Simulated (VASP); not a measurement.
```xyz
2
Lattice="0.0000 2.2350 2.2350 2.2350 0.0000 2.2350 2.2350 2.2350 0.0000" Properties=species:S:1:pos:R:3 pbc="T T T"
Nb     0.0000     0.0000     0.0000
C      2.2350     2.2350     2.2350
```

The base run (VASP): PBE GGA, plane waves, VASP's PBE PAW potentials (set 64). Run with 520 eV cut-off, 13×13×13 Γ-centred mesh, first-order Methfessel-Paxton smearing of 0.10 eV, potentials Nb_sv C.

One setting is varied; ΔE counts from the base run. The base run took about 30 core-seconds. Times come from single runs on busy shared machines, so they are rough: good to a factor of about 2.

```tsv
setting	cost over the base run	electronic steps	ΔE (meV/atom)
base run	reference	13	0.0
ALGO = Conjugate	within a factor of 2	26	0.0
ALGO = All	within a factor of 2	26	0.0
ALGO = Fast	about 3 times	33	0.0
ALGO = VeryFast	(withheld)	(withheld)	0.0
```

### Question
What belongs in the gaps?

### Answer

- ALGO = VeryFast, cost over the base run: about 4 times
- ALGO = VeryFast, electronic steps: 50

Left out are runs that failed, have no time on record or changed the cell.

The compound is NbC in the rock salt structure. The cell was not relaxed at this level.
